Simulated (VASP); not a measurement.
Energy against volume of Mo (bcc). All values below come from PBE GGA with D3 dispersion (Becke-Johnson damping), VASP's PBE PAW potentials (set 64) (plane waves; VASP).

```tsv
V (Å³/atom)	E (eV/atom)
14.471	-11.60614
14.933	-11.64525
15.394	-11.65639
15.856	-11.64360
16.318	-11.61036
```

### Question
Fit a third-order Birch-Murnaghan equation of state.

### Answer

- volume per atom: 15.37 Å³/atom
- bulk modulus: 278 GPa
- pressure derivative of the bulk modulus: 4.19
- lattice constant a: 3.132 Å

Measured: bulk modulus 265 GPa at 0 K (computed value off by +5.1 %), as given by Vázquez-Parga, Fernández-Martínez, Viñes, J. Chem. Theory Comput. (2023), doi:10.1021/acs.jctc.3c00612, Supporting … [zero-point energy and finite temperature contributions removed]; a 3.141 Å at 0 K (computed value off by -0.3 %), as given by Daniel Mejia-Rodriguez et al., Physical Review B (2018), arXiv:1807.09216 [static lattice: zero-point anharmonic expansion removed].

The compound is Mo in the bcc structure. It was relaxed first.
